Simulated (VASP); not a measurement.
Computed with revTPSS meta-GGA, VASP's PBE PAW potentials (set 64) (plane waves; VASP 6.6.1).

VASP ran on this input.

**INCAR**
```
SYSTEM = K atom
PREC = Normal; ENCUT = 520; LREAL = F
LASPH = T; ISYM = 0
EDIFF = 1E-6; NELM = 200; ALGO = All
LMIXTAU = T
ISMEAR = 0; SIGMA = 0.01
METAGGA = RTPSS
ISPIN = 2; MAGMOM = 1; NUPDOWN = 1
LWAVE = F; LCHARG = F; LORBIT = 10
```

POSCAR:
```
K atom
1
   12.0000000000     0.0000000000     0.0000000000
    0.0000000000    12.5000000000     0.0000000000
    0.0000000000     0.0000000000    13.0000000000
K
1
Direct
  0.0000000000   0.0000000000   0.0000000000
```

File KPOINTS:
```
Automatic mesh
0
Gamma
1 1 1
0 0 0
```

POTCAR, in this order: K_sv (PBE.64 set). Program: vasp_gam. Read from the step before: WAVECAR.

The resulting files:

File OSZICAR:
```
       N       E                     dE             d eps       ncg     rms           ort
SDA:   1    -0.709505716372E+00   -0.70951E+00    0.00000E+00     9   0.602E-01   0.000E+00
CGA:   2    -0.735493241341E+00   -0.25988E-01   -0.26067E-01     9   0.155E-01  -0.344E-03
CGA:   3    -0.737491501938E+00   -0.19983E-02   -0.19872E-02     9   0.322E-02   0.225E-04
CGA:   4    -0.738124858560E+00   -0.63336E-03   -0.63413E-03     9   0.128E-02   0.174E-04
CGA:   5    -0.739506620000E+00   -0.13818E-02   -0.35575E-03     9   0.310E-01  -0.180E-03
 trl   6    -0.739505021668E+00    0.15983E-05   -0.26296E-05     9   0.266E-01   0.266E-01
SDA:   7    -0.739504224432E+00    0.23956E-05   -0.26296E-05     9   0.250E-01   0.266E-01
 trl   8    -0.738309484064E+00    0.11947E-02   -0.58672E-03     9   0.250E-01  -0.233E-02
CGA:   9    -0.738457686752E+00    0.10465E-02   -0.58672E-03     9   0.528E-03  -0.341E-03
CGA:  10    -0.738603805964E+00   -0.14612E-03   -0.14501E-03     9   0.234E-03   0.176E-04
SDA:  11    -0.739673097354E+00   -0.10693E-02   -0.11237E-03     9   0.146E-01  -0.690E-03
 trl  12    -0.738595573589E+00    0.10775E-02   -0.33519E-03     9   0.146E-01  -0.151E-02
CGA:  13    -0.738710716002E+00    0.96238E-03   -0.33519E-03     9   0.158E-03  -0.398E-03
CGA:  14    -0.738767818770E+00   -0.57103E-04   -0.55899E-04     9   0.749E-04  -0.345E-05
SDA:  15    -0.739488503578E+00   -0.72068E-03   -0.23535E-02     9   0.179E-01  -0.425E-03
 trl  16    -0.738607357495E+00    0.88115E-03   -0.49778E-03     9   0.179E-01  -0.191E-02
CGA:  17    -0.738771916229E+00    0.71659E-03   -0.49778E-03     9   0.659E-04  -0.711E-03
SDA:  18    -0.738784756919E+00   -0.12841E-04   -0.18082E-04     9   0.454E-04   0.514E-04
SDA:  19    -0.738789273626E+00   -0.45167E-05   -0.46840E-05     9   0.402E-04   0.428E-04
SDA:  20    -0.738789295926E+00   -0.22300E-07   -0.23119E-07     9   0.398E-04   0.402E-04
   1 F= -.73878930E+00 E0= -.73878930E+00  d E =-.325103E-24  mag=     1.0000
```

File OUTCAR:
```
------------------------ aborting loop because EDIFF is reached ----------------------------------------
  FORCE on cell =-STRESS in cart. coord.  units (eV):
  Direction    XX          YY          ZZ          XY          YZ          ZX
  --------------------------------------------------------------------------------------
  Total       -0.0483709     -0.0327876     -0.0207684      0.0000003      0.0000036     -0.0000264
  in kB       -0.0397429     -0.0269392     -0.0170639      0.0000002      0.0000029     -0.0000217
  external PRESSURE =      -0.0279154 kB  Pullay stress =       0.0000000 kB
  volume of cell :     1950.00
      direct lattice vectors                 reciprocal lattice vectors
    12.000000000  0.000000000  0.000000000     0.083333333  0.000000000  0.000000000
     0.000000000 12.500000000  0.000000000     0.000000000  0.080000000  0.000000000
     0.000000000  0.000000000 13.000000000     0.000000000  0.000000000  0.076923077
 POSITION                                       TOTAL-FORCE (eV/Angst)
 -----------------------------------------------------------------------------------
      0.00000      0.00000      0.00000         0.000007      0.000001     -0.000020
 -----------------------------------------------------------------------------------
    total drift:                                0.000007      0.000001     -0.000020
  FREE ENERGIE OF THE ION-ELECTRON SYSTEM (eV)
  ---------------------------------------------------
  free  energy   TOTEN  =        -0.7387892959 eV

  energy  without entropy=       -0.7387892959  energy(sigma->0) =       -0.73878930

 total charge

# of ion       s       p       d       tot
------------------------------------------
    1        1.983   5.527   0.000   7.510

 magnetization (x)

# of ion       s       p       d       tot
------------------------------------------
    1        0.041   0.028   0.000   0.068
```
(Selected blocks of OUTCAR.)

The atom may not be in its lowest state.

The cell is a free atom in a box.
